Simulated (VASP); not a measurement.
Here is a VASP 6.6.1 calculation.

File INCAR:

```
SYSTEM = Au
PREC = Accurate ; ENCUT = 300
EDIFF = 1E-7 ; ISMEAR = 1
SIGMA = 0.1 ; LREAL = .False.
LASPH = .True. ; NELM = 80
ALGO = Normal ; ISIF = 2
LWAVE = .False. ; LCHARG = .False.
GGA = PE ; IBRION = 2
NSW = 40 ; EDIFFG = -0.01
```

KPOINTS

```
regular mesh
0
Gamma
  8 8 8
  0 0 0
```

The input POSCAR:

```
Au                                      
1.0
    0.0000000000      2.0642855259      2.0642855259
    2.0642855259      0.0000000000      2.0642855259
    2.0642855259      2.0642855259     -0.0000000000
  Au            
     1
Direct
     0.0000000000000000    0.0000000000000000    0.0000000000000000
```

Potentials or basis: VASP PAW PBE potentials, release 64 (Au).

Launch:

```console
$ cat potpaw_PBE.64/Au/POTCAR > POTCAR
$ mpirun -np 1 vasp_std > vasp.out
```

(1) Estimate the band gap on the k mesh.

Results:

(1) none (metal or under the smearing width).

Caveat: the relaxation stopped at its first step, so nothing moved.
